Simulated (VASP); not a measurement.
Data:

```yaml
crystal:
  lattice:
    - [-3.35146, 3.35146, 2.89799]
    - [3.35146, -3.35146, 2.89799]
    - [3.35146, 3.35146, -2.89799]
  atoms:
    - { symbol: Ti, position: [0.25000, 0.25000, 0.00000] }
    - { symbol: Ti, position: [0.75000, 0.75000, 0.00000] }
    - { symbol: Sb, position: [0.65204, 0.84796, 0.50000] }
    - { symbol: Sb, position: [0.34796, 0.15204, 0.50000] }
    - { symbol: Sb, position: [0.84796, 0.34796, 0.19592] }
    - { symbol: Sb, position: [0.15204, 0.65204, 0.80408] }
```

These are PBEsol GGA, VASP's PBE PAW potentials (set 64) (plane waves; VASP) values and carry that method's errors. Settings: 300 eV cut-off, 5×5×5 Γ-centred mesh, Fermi-Dirac smearing of 0.10 eV, potentials Ti_sv Sb.

Task: Give the energies of bands 13 to 25 at the high-symmetry points, in eV from the Fermi level.

Result: 
```
band      Γ      X      M      Z      P      N
----  -----  -----  -----  -----  -----  -----
13    -4.68  -4.65  -6.03  -5.61  -3.64  -5.35
14    -4.00  -3.85  -5.68  -5.60  -3.64  -5.35
15    -4.00  -3.73  -3.15  -3.22  -3.30  -2.86
16    -3.63  -3.60  -3.15  -3.22  -3.30  -2.86
17    -3.47  -2.95  -2.42  -3.13  -2.40  -1.91
18    -2.92  -2.56  -1.92  -1.17  -2.40  -1.91
19    -2.92  -2.37  -0.71  -0.90  -1.45  -1.18
20    -2.40  -1.91  -0.50  -0.45  -1.45  -1.18
21    -1.59  -0.68  -0.44  -0.43  -1.03  -0.56
22    -0.84  -0.60   0.60   0.44  -1.03  -0.56
23     0.42   0.30   0.60   0.44   0.09   0.52
24     0.83   0.72   0.67   0.59   0.09   0.52
25     1.41   1.07   0.78   0.81   1.65   0.98
```

It has no gap at this level: it comes out as a metal or semimetal.

The structure comes from a computed database's TiSb2 entry (I4/mcm); how it stands against other phases isn't given here. The cell was not relaxed at this level.
